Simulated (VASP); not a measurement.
Given:

```xyz
2
Lattice="0.0000 2.6695 2.6695 2.6695 0.0000 2.6695 2.6695 2.6695 0.0000" Properties=species:S:1:pos:R:3 pbc="T T T"
Cu     0.0000     0.0000     0.0000
Cl     1.3348     1.3348     1.3348
```

These are PBE GGA with D3 dispersion (Becke-Johnson damping), VASP's PBE PAW potentials (set 64) (plane waves; VASP) values and carry that method's errors. Numerical set-up: 520 eV cut-off, Gaussian smearing of 0.050 eV, potentials Cu Cl.

Question: Give the energies of bands 2 to 11 at the high-symmetry points, in eV from the valence-band maximum.

Answer: 
| band | Γ | X | U | L | W |
|---|---|---|---|---|---|
| 2 | -5.12 | -6.83 | -6.49 | -6.88 | -6.26 |
| 3 | -5.12 | -5.24 | -5.82 | -5.09 | -5.98 |
| 4 | -5.12 | -5.24 | -5.17 | -5.09 | -5.32 |
| 5 | -1.62 | -1.76 | -1.86 | -1.54 | -1.83 |
| 6 | -1.62 | -1.50 | -1.54 | -1.54 | -1.72 |
| 7 | 0.00 | -1.41 | -1.45 | -1.48 | -1.43 |
| 8 | 0.00 | -1.20 | -1.11 | -0.61 | -1.21 |
| 9 | 0.00 | -1.20 | -0.96 | -0.61 | -0.86 |
| 10 | 0.62 | 3.41 | 4.23 | 2.97 | 5.08 |
| 11 | 6.75 | 4.55 | 5.27 | 6.97 | 5.43 |

The gap is direct, 0.62 eV, from the valence maximum at Γ to the conduction minimum at Γ.

Measured: gap 3.39 eV at 2 K (computed value off by -2.77 eV), as given by arXiv:1206.3780.

The compound is CuCl in the zinc blende structure. It was relaxed first.
